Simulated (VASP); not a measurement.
# BiN (Fm-3m) in VASP: further runs, part 2 of 2

VASP 6.6.1. The steps go on from the part before.

## Step 3: Single point, PBE

This run uses another cell than the first one, of 17.11 Å³/atom, 1.057 times its volume.

The input, INCAR:

```
PREC     = Accurate       # precision mode
ENCUT    = 520            # plane-wave cutoff, eV
EDIFF    = 1E-6           # SCF threshold, eV
ISMEAR   = 0              # smearing method
SIGMA    = 0.05           # smearing width, eV
LREAL    = F              # projectors in reciprocal space
LASPH    = T              # aspherical terms in the spheres
NELM     = 60             # most SCF steps
ALGO     = Fast           # electronic algorithm
ISIF     = 2              # what is computed and relaxed
LWAVE    = F              # write WAVECAR
LCHARG   = T              # write CHGCAR
GGA      = PE             # functional
LELF     = T              # ELF
LVHAR    = T            
NBANDS   = 17             # bands
```

The input, KPOINTS:

```
Automatic mesh
0
Gamma
  6 6 6
```

The input, POSCAR:

```
BiN
1.0
    0.0000000000      2.5770502078      2.5770502078
    2.5770502078      0.0000000000      2.5770502078
    2.5770502078      2.5770502078      0.0000000000
Bi N
1 1
Direct
    0.0000000000      0.0000000000      0.0000000000
    0.5000000000      0.5000000000      0.5000000000
```

Potentials or basis: VASP PAW PBE potentials, release 64 (Bi_d, N).

On the command line:

```sh
> cat potpaw_PBE.64/Bi_d/POTCAR potpaw_PBE.64/N/POTCAR > POTCAR
> mpirun -np 1 vasp_std > vasp.out
```

OUTCAR:

```text
PREC = Accurate
   ENCUT = 520
   EDIFF = 1E-6
   ISMEAR = 0
   LREAL = F
   LASPH = T
   NELM = 60
   ISIF = 2
   GGA = PE

 ion  position               nearest neighbor table
   1  0.000  0.000  0.000-   2 2.58   2 2.58   2 2.58   2 2.58   2 2.58   2 2.58
   2  0.500  0.500  0.500-   1 2.58   1 2.58   1 2.58   1 2.58   1 2.58   1 2.58

  LATTYP: Found a face centered cubic cell.
 ALAT       =     5.1541004156

  Lattice vectors:

 A1 = (   0.0000000000,   2.5770502078,   2.5770502078)
 A2 = (   2.5770502078,   0.0000000000,   2.5770502078)
 A3 = (   2.5770502078,   2.5770502078,   0.0000000000)

Analysis of symmetry for initial positions (statically):
=====================================================================
 Subroutine PRICEL returns:
 Original cell was already a primitive cell.

 Routine SETGRP: Setting up the symmetry group for a
 face centered cubic supercell.

 Subroutine GETGRP returns: Found 48 space group operations
 (whereof 48 operations were pure point group operations)
 out of a pool of 48 trial point group operations.

The static configuration has the point symmetry O_h .

Analysis of symmetry for dynamics (positions and initial velocities):
=====================================================================
 Subroutine PRICEL returns:
 Original cell was already a primitive cell.

 Routine SETGRP: Setting up the symmetry group for a
 face centered cubic supercell.

 Subroutine GETGRP returns: Found 48 space group operations
 (whereof 48 operations were pure point group operations)
 out of a pool of 48 trial point group operations.

The dynamic configuration has the point symmetry O_h .

 Subroutine INISYM returns: Found 48 space group operations
 (whereof 48 operations are pure point group operations),
 and found     1 'primitive' translations

----------------------------------------------------------------------------------------

                                     Primitive cell

  volume of cell :      34.2293

  direct lattice vectors                    reciprocal lattice vectors
     0.000000000  2.577050208  2.577050208    -0.194020279  0.194020279  0.194020279
     2.577050208  0.000000000  2.577050208     0.194020279 -0.194020279  0.194020279
     2.577050208  2.577050208  0.000000000     0.194020279  0.194020279 -0.194020279

  length of vectors
     3.644499355  3.644499355  3.644499355     0.336052981  0.336052981  0.336052981

  position of ions in fractional coordinates (direct lattice)
     0.000000000  0.000000000  0.000000000
     0.500000000  0.500000000  0.500000000

  ion indices of the primitive-cell ions
   primitive index   ion index
                 1           1
                 2           2

----------------------------------------------------------------------------------------

 KPOINTS: Automatic mesh

Automatic generation of k-mesh.
 Grid dimensions read from file:
 generate k-points for:    6    6    6

 Generating k-lattice:

  Cartesian coordinates                     Fractional coordinates (reciprocal lattice)
    -0.032336713  0.032336713  0.032336713     0.166666667  0.000000000  0.000000000
     0.032336713 -0.032336713  0.032336713     0.000000000  0.166666667  0.000000000
     0.032336713  0.032336713 -0.032336713     0.000000000  0.000000000  0.166666667

  Length of vectors
     0.056008830  0.056008830  0.056008830

  Shift w.r.t. Gamma in fractional coordinates (k-lattice)
     0.000000000  0.000000000  0.000000000

 Subroutine IBZKPT returns following result:
 ===========================================

 Found     16 irreducible k-points:

 Following reciprocal coordinates:
            Coordinates               Weight
  0.000000  0.000000  0.000000      1.000000
  0.166667  0.000000  0.000000      8.000000
  0.333333  0.000000  0.000000      8.000000
  0.500000  0.000000  0.000000      4.000000
  0.166667  0.166667  0.000000      6.000000
  0.333333  0.166667  0.000000     24.000000
[... 8 lines left out ...]
 -0.333333  0.333333  0.166667     24.000000
 -0.333333  0.500000  0.166667     12.000000
   k-points           NKPTS =     16   k-points in BZ     NKDIM =     16   number of bands    NBANDS=     17
   number of dos      NEDOS =    301   number of ions     NIONS =      2
   total plane-waves  NPLWV =  21952
   dimension x,y,z NGX =    28 NGY =   28 NGZ =   28
   dimension x,y,z NGXF=    56 NGYF=   56 NGZF=   56
   ions per type =               1   1
   NGX,Y,Z   is equivalent  to a cutoff of  12.77, 12.77, 12.77 a.u.
   NGXF,Y,Z  is equivalent  to a cutoff of  25.54, 25.54, 25.54 a.u.
 SYSTEM =  unknown system
   PREC   = accura    normal or accurate (medium, high low for compatibility)
   ISTART =      0    job   : 0-new  1-cont  2-samecut
   ICHARG =      2    charge: 1-file 2-atom 10-const
   ISPIN  =      1    spin polarized calculation?
   LNONCOLLINEAR =      F non collinear calculations
   LSORBIT =      F    spin-orbit coupling
   LASPH  =      T    aspherical Exc in radial PAW
   ENCUT  =  520.0 eV  38.22 Ry    6.18 a.u.   6.78  6.78  6.78*2*pi/ulx,y,z
   NELM   =     60;   NELMIN=  2; NELMDL= -5     # of ELM steps
   EDIFF  = 0.1E-05   stopping-criterion for ELM
   LREAL  =      F    real-space projection
[... 7 lines left out ...]
   TEBEG  =    0.0;   TEEND  =   0.0 temperature during run
   PSTRESS=    0.0 pullay stress
   NELECT =      20.0000    total number of electrons
   NUPDOWN=      -1.0000    fix difference up-down
   EMIN   =  10.00;   EMAX   =-10.00  energy-range for DOS
   EFERMI =   0.00;   METHOD = LEGACY
   ISMEAR =     0;   SIGMA  =   0.05  broadening in eV -4-tet -1-fermi 0-gaus
   EFERMI_NEDOS =   21; number of points for ismear=-14 and -15
   IALGO  =     68    algorithm
   IMIX   =      4    mixing-type and parameters
     AMIX     =   0.40;   BMIX     =  1.00
     AMIX_MAG =   1.60;   BMIX_MAG =  1.00
  volume/ion in A,a.u.               =      17.11       115.50
  Fermi-wavevector in a.u.,A,eV,Ry     =   1.368628  2.586331 25.485636  1.873141
  Thomas-Fermi vector in A             =   2.494575
   LORBIT       =      0    0 simple, 1 ext, 2 COOP (PROOUT), +10 PAW based schemes
   GGA     = PE    functional components
   LHFCALC =     F    Hartree Fock is set to
   AEXX    =    0.0000 exact exchange contribution
   IVDW    =     0    specifies the selected vdW correction
   LEPSILON=     F    determine dielectric tensor
   LRPA    =     F    only Hartree local field effects (RPA)
 non-spin polarized calculation
 RMM-DIIS sequential band-by-band and
 Gauss-broadening in eV      SIGMA  =   0.05
  energy-cutoff  :      520.00
  volume of cell :       34.23
 maximum number of plane-waves:       941
   NGX = 13   NGY = 13   NGZ = 13

 number of electron      20.0000003 magnetization

 Free energy of the ion-electron system (eV)
  ---------------------------------------------------
  ext. energy  EPLUGINS =         0.00000000
  ---------------------------------------------------
  free energy    TOTEN  =       -10.73627022 eV

  energy without entropy =      -10.73627022  energy(sigma->0) =      -10.73627022

 E-fermi :   8.4816     XC(G=0): -11.2012

 val. band max:        8.1688402910   @ k =  -0.3333   0.1667   0.0000
 cond. band min:       9.2349814027   @ k =  -0.3333   0.1667   0.0000
 fundamental gap:      1.0661411116
 Fermi energy:         8.4816378154

 k-point     1 :       0.0000    0.0000    0.0000
  band No.  band energies     occupation
      1     -14.4402      2.00000
      2     -14.4402      2.00000
      3     -14.4402      2.00000
      4     -14.3564      2.00000
      5     -14.3564      2.00000
      6      -7.6327      2.00000
[... 9 lines left out ...]
     16      18.1065      0.00000
     17      18.1069      0.00000

 k-point     2 :       0.1667    0.0000    0.0000
  band No.  band energies     occupation
      1     -14.4379      2.00000
      2     -14.4275      2.00000
      3     -14.4275      2.00000
      4     -14.3582      2.00000
      5     -14.3582      2.00000
      6      -7.2399      2.00000
[... 9 lines left out ...]
     16      18.9181      0.00000
     17      21.2090      0.00000
[... 261 lines left out ...]
 k-point    16 :      -0.3333    0.5000    0.1667
  band No.  band energies     occupation
      1     -14.4716      2.00000
      2     -14.4516      2.00000
      3     -14.3648      2.00000
      4     -14.3321      2.00000
      5     -14.3195      2.00000
      6      -4.4637      2.00000
[... 9 lines left out ...]
     16      24.2001      0.00000
     17      25.6481      0.00000

------------------------ aborting loop because EDIFF is reached ----------------------------------------

  FORCE on cell =-STRESS in cart. coord.  units (eV):
  Direction    XX          YY          ZZ          XY          YZ          ZX
  --------------------------------------------------------------------------------------
  -------------------------------------------------------------------------------------
  Total       -0.1724678     -0.1724678     -0.1724678      0.0000000      0.0000000     -0.0000000
  in kB       -8.0727195     -8.0727195     -8.0727195      0.0000000      0.0000000     -0.0000000
  external PRESSURE =      -8.0727195 kB  Pullay stress =       0.0000000 kB

 VOLUME and BASIS-vectors are now :
 -----------------------------------------------------------------------------
  energy-cutoff  :      520.00
  volume of cell :       34.23
      direct lattice vectors                 reciprocal lattice vectors
     0.000000000  2.577050208  2.577050208    -0.194020279  0.194020279  0.194020279
     2.577050208  0.000000000  2.577050208     0.194020279 -0.194020279  0.194020279
     2.577050208  2.577050208  0.000000000     0.194020279  0.194020279 -0.194020279

 POSITION                                       TOTAL-FORCE (eV/Angst)
 -----------------------------------------------------------------------------------
      0.00000      0.00000      0.00000         0.000000      0.000000      0.000000
      2.57705      2.57705      2.57705        -0.000000     -0.000000     -0.000000
 -----------------------------------------------------------------------------------
    total drift:                                0.000000      0.000000      0.000000

  FREE ENERGIE OF THE ION-ELECTRON SYSTEM (eV)
  ---------------------------------------------------
  free  energy   TOTEN  =       -10.7362702230 eV

  energy  without entropy=      -10.7362702230  energy(sigma->0) =      -10.73627022
```

Run time: 19 s. Hardware: 1 thread of Intel Xeon Platinum 8375C at 2.90GHz (Ice Lake), shared host; peak memory 0.15 GiB.

What came out:

```
Free energy            : -10.7363 eV
Pressure               : -0.8 GPa
Band gap on the k mesh : 1.07 eV, direct
```

Levels at points of the mesh, in eV from the valence-band top:
```csv
k point,band 7,band 8,band 9,band 10,band 11,band 12,band 13,band 14
"(0.00, 0.00, 0.00)",-6.90,-1.67,-1.67,-1.67,6.63,6.63,6.63,9.51
"(0.50, 0.00, 0.00)",-10.95,-1.10,-1.10,-0.42,1.07,2.98,2.98,9.47
"(0.50, 0.50, 0.00)",-8.47,-6.18,-3.46,-3.46,5.15,5.28,6.25,6.25
```

Caveat: spin-orbit coupling is left out, which as a rule narrows the gap of such compounds by several tenths of an eV. A k mesh can miss the band edges.

## Step 4: Single point, PBE

This run uses another cell than the first one, of 17.01 Å³/atom, 1.050 times its volume.

The input, INCAR:

```
SYSTEM = BiN
ALGO = Fast
EDIFF = 1E-6
ENCUT = 520
GGA = PE
ISIF = 2
ISMEAR = 0
LASPH = .TRUE.
LCHARG = .FALSE.
LREAL = .FALSE.
LWAVE = .FALSE.
NBANDS = 17
NELM = 100
PREC = Accurate
SIGMA = 0.02
```

The input, KPOINTS:

```
k-points
0
G
  10 10 10
  0 0 0
```

The input, POSCAR:

```
BiN
1.0
    0.0000000000      2.5716000000      2.5716000000
    2.5716000000      0.0000000000      2.5716000000
    2.5716000000      2.5716000000      0.0000000000
Bi N
1 1
Direct
    0.0000000000      0.0000000000      0.0000000000
    0.5000000000      0.5000000000      0.5000000000
```

On the command line:

```sh
> cat potpaw_PBE.64/Bi_d/POTCAR potpaw_PBE.64/N/POTCAR > POTCAR
> mpirun -np 1 vasp_std > vasp.out
```

Run time: 40 s. Hardware: 1 thread of Intel Xeon Platinum 8375C at 2.90GHz (Ice Lake), shared host; peak memory 0.17 GiB.

Results (log left out):

```yaml
Free_energy: -10.6889 eV
Pressure: 0.3 GPa
Band_gap_on_the_k_mesh: 0.16 eV, direct
```

Levels at points of the mesh, in eV from the valence-band top:
```
           k point  band 8  band 9  band 10  band 11  band 12  band 13
(0.00, 0.00, 0.00)   -2.05   -2.05    -2.05     6.29     6.29     6.29
(0.50, 0.00, 0.00)   -1.47   -1.47    -0.80     0.73     2.61     2.61
(0.50, 0.50, 0.00)   -6.60   -3.86    -3.86     4.76     4.95     5.92
```

Caveat: spin-orbit coupling is left out, which as a rule narrows the gap of such compounds by several tenths of an eV.

## Step 5: Overview

```csv
cell,k mesh,smearing,gap on the mesh (eV),pressure (GPa)
"Fm-3m, 16.19 Å³/atom",6 × 6 × 6,gaussian 0.05 eV,1.05,6.8
"Fm-3m, 17.11 Å³/atom",6 × 6 × 6,gaussian 0.05 eV,1.07,-0.8
"Fm-3m, 17.01 Å³/atom",10 × 10 × 10,gaussian 0.02 eV,0.16,0.3
```

Alike in all rows: task single point; level PBE; potentials or basis VASP PAW PBE potentials, release 64 (Bi_d, N); no spin polarisation; cutoff (eV) 520.

On the cell as given the gap runs from 0.16 eV (PBE) to 1.07 eV (PBE); the meshes differ, which moves gaps too.

Caveats: spin-orbit coupling is left out, which as a rule narrows the gap of such compounds by several tenths of an eV.

Total energies depend on the potentials used, so only differences within one code and one set of settings carry meaning.
